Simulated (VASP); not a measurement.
# Cs2InAgCl6 (Fm-3m) in VASP: single point with LDA

Aim: the single point of Cs2InAgCl6 with LDA.

Program: VASP 6.6.1. These are calculated values, not measurements. Logs are shortened: lines on timing, memory, paths and dates and some standing lists are left out, and cuts for length are marked.

**Experimental background.**

“Cs2InAgCl6: A new lead-free halide double perovskite with direct band gap”, 2016, arxiv:1611.05426 reports, for a powder of Cs2InAgCl6: band gap 3.3 eV (optical).

The results are compared with them further down.

## 1. The structure

The structure is cubic, space group Fm-3m (No. 225). The conventional cell has a = 10.469 Å, b = 10.469 Å, c = 10.469 Å, α = 90.00°, β = 90.00°, γ = 90.00°. Cs (site symmetry -43m) has 12 Cl at 3.70 Å as nearest neighbours. Around In (site symmetry m-3m) lie 6 Cl at 2.51 Å. Ag (site symmetry m-3m) has 6 Cl at 2.72 Å as nearest neighbours. Around Cl (site symmetry 4mm) lie 1 In at 2.51 Å and 1 Ag at 2.72 Å.

## 2. Single point, LDA

File INCAR:

```
PREC = Accurate
ENCUT = 520
EDIFF = 1E-6
ISMEAR = 1
SIGMA = 0.2
LREAL = F
LASPH = T
NELM = 100
ALGO = Fast
ISIF = 2
LWAVE = F
LCHARG = F
NBANDS = 53
```

File KPOINTS:

```
Automatic mesh
0
Gamma
  4 4 4
```

File POSCAR:

```
Cs2InAgCl6
1.0
    0.0000000000      5.2345000000      5.2345000000
    5.2345000000      0.0000000000      5.2345000000
    5.2345000000      5.2345000000      0.0000000000
Cs In Ag Cl
2 1 1 6
Direct
    0.2500000000      0.2500000000      0.2500000000
    0.7500000000      0.7500000000      0.7500000000
    0.0000000000      0.0000000000      0.0000000000
    0.5000000000      0.5000000000      0.5000000000
    0.7602100000      0.2397900000      0.2397900000
    0.2397900000      0.7602100000      0.2397900000
    0.2397900000      0.7602100000      0.7602100000
    0.7602100000      0.2397900000      0.7602100000
    0.2397900000      0.2397900000      0.7602100000
    0.7602100000      0.7602100000      0.2397900000
```

Potentials or basis: VASP PAW LDA potentials, release 64 (Cs_sv, In_d, Ag, Cl).

Run with:

```sh
$ cat potpaw_LDA.64/Cs_sv/POTCAR potpaw_LDA.64/In_d/POTCAR potpaw_LDA.64/Ag/POTCAR potpaw_LDA.64/Cl/POTCAR > POTCAR
$ mpirun -np 1 vasp_std > vasp.out
```

OUTCAR:

```text
PREC = Accurate
   ENCUT = 520
   EDIFF = 1E-6
   ISMEAR = 1
   LREAL = F
   LASPH = T
   NELM = 100
   ISIF = 2

 ion  position               nearest neighbor table
   1  0.250  0.250  0.250-
   2  0.750  0.750  0.750-
   3  0.000  0.000  0.000-   5 2.51   6 2.51   7 2.51   8 2.51   9 2.51  10 2.51
   4  0.500  0.500  0.500-   5 2.72   6 2.72   7 2.72   8 2.72   9 2.72  10 2.72
   5  0.760  0.240  0.240-   3 2.51   4 2.72
   6  0.240  0.760  0.240-   3 2.51   4 2.72
   7  0.240  0.760  0.760-   3 2.51   4 2.72
   8  0.760  0.240  0.760-   3 2.51   4 2.72
   9  0.240  0.240  0.760-   3 2.51   4 2.72
  10  0.760  0.760  0.240-   3 2.51   4 2.72

  LATTYP: Found a face centered cubic cell.
 ALAT       =    10.4690000000

  Lattice vectors:

 A1 = (   0.0000000000,   5.2345000000,   5.2345000000)
 A2 = (   5.2345000000,   0.0000000000,   5.2345000000)
 A3 = (   5.2345000000,   5.2345000000,   0.0000000000)

Analysis of symmetry for initial positions (statically):
=====================================================================
 Subroutine PRICEL returns:
 Original cell was already a primitive cell.

 Routine SETGRP: Setting up the symmetry group for a
 face centered cubic supercell.

 Subroutine GETGRP returns: Found 48 space group operations
 (whereof 48 operations were pure point group operations)
 out of a pool of 48 trial point group operations.

The static configuration has the point symmetry O_h .

Analysis of symmetry for dynamics (positions and initial velocities):
=====================================================================
 Subroutine PRICEL returns:
 Original cell was already a primitive cell.

 Routine SETGRP: Setting up the symmetry group for a
 face centered cubic supercell.

 Subroutine GETGRP returns: Found 48 space group operations
 (whereof 48 operations were pure point group operations)
 out of a pool of 48 trial point group operations.

The dynamic configuration has the point symmetry O_h .

 Subroutine INISYM returns: Found 48 space group operations
 (whereof 48 operations are pure point group operations),
 and found     1 'primitive' translations

----------------------------------------------------------------------------------------

                                     Primitive cell

  volume of cell :     286.8505

  direct lattice vectors                    reciprocal lattice vectors
     0.000000000  5.234500000  5.234500000    -0.095520107  0.095520107  0.095520107
     5.234500000  0.000000000  5.234500000     0.095520107 -0.095520107  0.095520107
     5.234500000  5.234500000  0.000000000     0.095520107  0.095520107 -0.095520107

  length of vectors
     7.402700892  7.402700892  7.402700892     0.165445678  0.165445678  0.165445678

  position of ions in fractional coordinates (direct lattice)
     0.250000000  0.250000000  0.250000000
     0.750000000  0.750000000  0.750000000
     0.000000000  0.000000000  0.000000000
     0.500000000  0.500000000  0.500000000
     0.760210000  0.239790000  0.239790000
     0.239790000  0.760210000  0.239790000
     0.239790000  0.760210000  0.760210000
     0.760210000  0.239790000  0.760210000
     0.239790000  0.239790000  0.760210000
     0.760210000  0.760210000  0.239790000

  ion indices of the primitive-cell ions
   primitive index   ion index
                 1           1
                 2           2
                 3           3
                 4           4
                 5           5
                 6           6
                 7           7
                 8           8
                 9           9
                10          10

----------------------------------------------------------------------------------------

 KPOINTS: Automatic mesh

Automatic generation of k-mesh.
 Grid dimensions read from file:
 generate k-points for:    4    4    4

 Generating k-lattice:

  Cartesian coordinates                     Fractional coordinates (reciprocal lattice)
    -0.023880027  0.023880027  0.023880027     0.250000000  0.000000000  0.000000000
     0.023880027 -0.023880027  0.023880027     0.000000000  0.250000000  0.000000000
     0.023880027  0.023880027 -0.023880027     0.000000000  0.000000000  0.250000000

  Length of vectors
     0.041361420  0.041361420  0.041361420

  Shift w.r.t. Gamma in fractional coordinates (k-lattice)
     0.000000000  0.000000000  0.000000000

 Subroutine IBZKPT returns following result:
 ===========================================

 Found      8 irreducible k-points:

 Following reciprocal coordinates:
            Coordinates               Weight
  0.000000  0.000000  0.000000      1.000000
  0.250000  0.000000  0.000000      8.000000
  0.500000  0.000000  0.000000      4.000000
  0.250000  0.250000  0.000000      6.000000
  0.500000  0.250000  0.000000     24.000000
 -0.250000  0.250000  0.000000     12.000000
  0.500000  0.500000  0.000000      3.000000
 -0.250000  0.500000  0.250000      6.000000
   k-points           NKPTS =      8   k-points in BZ     NKDIM =      8   number of bands    NBANDS=     53
   number of dos      NEDOS =    301   number of ions     NIONS =     10
   total plane-waves  NPLWV = 175616
   dimension x,y,z NGX =    56 NGY =   56 NGZ =   56
   dimension x,y,z NGXF=   112 NGYF=  112 NGZF=  112
   ions per type =               2   1   1   6
   NGX,Y,Z   is equivalent  to a cutoff of  12.58, 12.58, 12.58 a.u.
   NGXF,Y,Z  is equivalent  to a cutoff of  25.15, 25.15, 25.15 a.u.
 SYSTEM =  unknown system
   PREC   = accura    normal or accurate (medium, high low for compatibility)
   ISTART =      0    job   : 0-new  1-cont  2-samecut
   ICHARG =      2    charge: 1-file 2-atom 10-const
   ISPIN  =      1    spin polarized calculation?
   LNONCOLLINEAR =      F non collinear calculations
   LSORBIT =      F    spin-orbit coupling
   LASPH  =      T    aspherical Exc in radial PAW
   ENCUT  =  520.0 eV  38.22 Ry    6.18 a.u.  13.76 13.76 13.76*2*pi/ulx,y,z
   NELM   =    100;   NELMIN=  2; NELMDL= -5     # of ELM steps
   EDIFF  = 0.1E-05   stopping-criterion for ELM
   LREAL  =      F    real-space projection
   EDIFFG = 0.1E-04   stopping-criterion for IOM
   NSW    =      0    number of steps for IOM
   IBRION =     -1    ionic relax: 0-MD 1-quasi-New 2-CG
   NFREE  =      0    steps in history (QN), initial steepest desc. (CG)
   ISIF   =      2    stress and relaxation
   ISYM   =      2    0-nonsym 1-usesym 2-fastsym
   POTIM  = 0.5000    time-step for ionic-motion
   TEBEG  =    0.0;   TEEND  =   0.0 temperature during run
   PSTRESS=    0.0 pullay stress
   NELECT =      84.0000    total number of electrons
   NUPDOWN=      -1.0000    fix difference up-down
   EMIN   =  10.00;   EMAX   =-10.00  energy-range for DOS
   EFERMI =   0.00;   METHOD = LEGACY
   ISMEAR =     1;   SIGMA  =   0.20  broadening in eV -4-tet -1-fermi 0-gaus
   EFERMI_NEDOS =   21; number of points for ismear=-14 and -15
   IALGO  =     68    algorithm
   IMIX   =      4    mixing-type and parameters
     AMIX     =   0.40;   BMIX     =  1.00
     AMIX_MAG =   1.60;   BMIX_MAG =  1.00
  volume/ion in A,a.u.               =      28.69       193.58
  Fermi-wavevector in a.u.,A,eV,Ry     =   1.087133  2.054384 16.080160  1.181858
  Thomas-Fermi vector in A             =   2.223286
   LORBIT       =      0    0 simple, 1 ext, 2 COOP (PROOUT), +10 PAW based schemes
   GGA     = CA    functional components
   LHFCALC =     F    Hartree Fock is set to
   AEXX    =    0.0000 exact exchange contribution
   IVDW    =     0    specifies the selected vdW correction
   LEPSILON=     F    determine dielectric tensor
   LRPA    =     F    only Hartree local field effects (RPA)
 non-spin polarized calculation
 RMM-DIIS sequential band-by-band and
 Methfessel and Paxton  Order N= 1 SIGMA  =   0.20
  energy-cutoff  :      520.00
  volume of cell :      286.85
 maximum number of plane-waves:      7768
   NGX = 27   NGY = 27   NGZ = 27

 number of electron      83.9999991 magnetization

 Free energy of the ion-electron system (eV)
  ---------------------------------------------------
  ext. energy  EPLUGINS =         0.00000000
  ---------------------------------------------------
  free energy    TOTEN  =       -36.56281041 eV

  energy without entropy =      -36.56630054  energy(sigma->0) =      -36.56397379

 E-fermi :   1.2764     XC(G=0):  -9.0384

 val. band max:        1.1209347576   @ k =   0.0000   0.0000   0.0000
 cond. band min:       2.0595361994   @ k =   0.0000   0.0000   0.0000
 fundamental gap:      0.9386014418
 Fermi energy:         1.2764003173

 k-point     1 :       0.0000    0.0000    0.0000
  band No.  band energies     occupation
      1     -18.4525      2.00000
      2     -18.4318      2.00000
      3     -13.3363      2.00000
      4     -13.3363      2.00000
      5     -13.1435      2.00000
      6     -12.5665      2.00000
[... 45 lines left out ...]
     52       7.7263      0.00000
     53       7.7448      0.00000

 k-point     2 :       0.2500    0.0000    0.0000
  band No.  band energies     occupation
      1     -18.4488      2.00000
      2     -18.4342      2.00000
      3     -13.3431      2.00000
      4     -13.3431      2.00000
      5     -13.1024      2.00000
      6     -12.6367      2.00000
[... 45 lines left out ...]
     52       8.0704      0.00000
     53       8.2279      0.00000
[... 278 lines left out ...]
     52       8.5459      0.00000
     53       9.0702      0.00000

 k-point     8 :      -0.2500    0.5000    0.2500
  band No.  band energies     occupation
      1     -18.4403      2.00000
      2     -18.4403      2.00000
      3     -13.3844      2.00000
      4     -13.3446      2.00000
      5     -13.0293      2.00000
      6     -12.6056      2.00000
[... 45 lines left out ...]
     52       8.5613      0.00000
     53       8.8550      0.00000

------------------------ aborting loop because EDIFF is reached ----------------------------------------

  FORCE on cell =-STRESS in cart. coord.  units (eV):
  Direction    XX          YY          ZZ          XY          YZ          ZX
  --------------------------------------------------------------------------------------
  -------------------------------------------------------------------------------------
  Total       -3.8943365     -3.8943365     -3.8943365     -0.0000000     -0.0000000      0.0000000
  in kB      -21.7514616    -21.7514616    -21.7514616     -0.0000000     -0.0000000      0.0000000
  external PRESSURE =     -21.7514616 kB  Pullay stress =       0.0000000 kB

 VOLUME and BASIS-vectors are now :
 -----------------------------------------------------------------------------
  energy-cutoff  :      520.00
  volume of cell :      286.85
      direct lattice vectors                 reciprocal lattice vectors
     0.000000000  5.234500000  5.234500000    -0.095520107  0.095520107  0.095520107
     5.234500000  0.000000000  5.234500000     0.095520107 -0.095520107  0.095520107
     5.234500000  5.234500000  0.000000000     0.095520107  0.095520107 -0.095520107

 POSITION                                       TOTAL-FORCE (eV/Angst)
 -----------------------------------------------------------------------------------
      2.61725      2.61725      2.61725         0.000000      0.000000      0.000000
      7.85175      7.85175      7.85175         0.000000     -0.000000      0.000000
      0.00000      0.00000      0.00000        -0.000000     -0.000000      0.000000
      5.23450      5.23450      5.23450        -0.000000     -0.000000      0.000000
      2.51036      5.23450      5.23450         0.313125     -0.000000      0.000000
      5.23450      2.51036      5.23450        -0.000000      0.313125      0.000000
      7.95864      5.23450      5.23450        -0.313125     -0.000000      0.000000
      5.23450      7.95864      5.23450        -0.000000     -0.313125      0.000000
      5.23450      5.23450      2.51036        -0.000000     -0.000000      0.313125
      5.23450      5.23450      7.95864        -0.000000     -0.000000     -0.313125
 -----------------------------------------------------------------------------------
    total drift:                                0.000000      0.000000      0.000000

  FREE ENERGIE OF THE ION-ELECTRON SYSTEM (eV)
  ---------------------------------------------------
  free  energy   TOTEN  =       -36.5628104117 eV

  energy  without entropy=      -36.5663005403  energy(sigma->0) =      -36.56397379
```

Wall time 3.2 min (1 thread of Intel Xeon Platinum 8488C (Sapphire Rapids), shared host); peak memory 0.4 GiB.

Results:

```
Free energy            : -36.5628 eV
Pressure               : -2.2 GPa
Largest force          : 0.313 eV/Å
Band gap on the k mesh : 0.94 eV, direct
```

Forces in eV/Å, atoms in the order of the input:
```
Cs   0.000  0.000  0.000
Cs   0.000  0.000  0.000
In   0.000  0.000  0.000
Ag   0.000  0.000  0.000
Cl   0.313  0.000  0.000
Cl   0.000  0.313  0.000
Cl  -0.313  0.000  0.000
Cl   0.000 -0.313  0.000
Cl   0.000  0.000  0.313
Cl   0.000  0.000 -0.313
```

Levels at points of the mesh, in eV from the valence-band top:
```csv
k point,band 39,band 40,band 41,band 42,band 43,band 44,band 45,band 46
"(0.00, 0.00, 0.00)",-0.88,-0.88,0.00,0.00,0.94,4.88,5.03,5.03
"(0.50, 0.00, 0.00)",-1.09,-1.09,-0.57,-0.57,2.84,3.66,6.12,6.34
"(0.50, 0.50, 0.00)",-0.96,-0.96,-0.90,0.00,3.50,5.48,6.24,6.30
```

Caveat: spin-orbit coupling is left out, which moves the levels of the heavy elements.

## 3. Against experiment

Step 2. Against the measured gap of Cs2InAgCl6, 3.3 eV (optical; powder; “Cs2InAgCl6: A new lead-free halide double perovskite with direct band gap”, 2016, arxiv:1611.05426), the calculated 0.94 eV is off by -2.36 eV. So large a miss can be the level of theory's own, or it may mean another phase, state or a wrong row. Spin-orbit coupling on Ag, Cs, In is left out. The value is that of LDA, without temperature or zero-point motion. Semilocal functionals fall short of measured gaps as a rule.
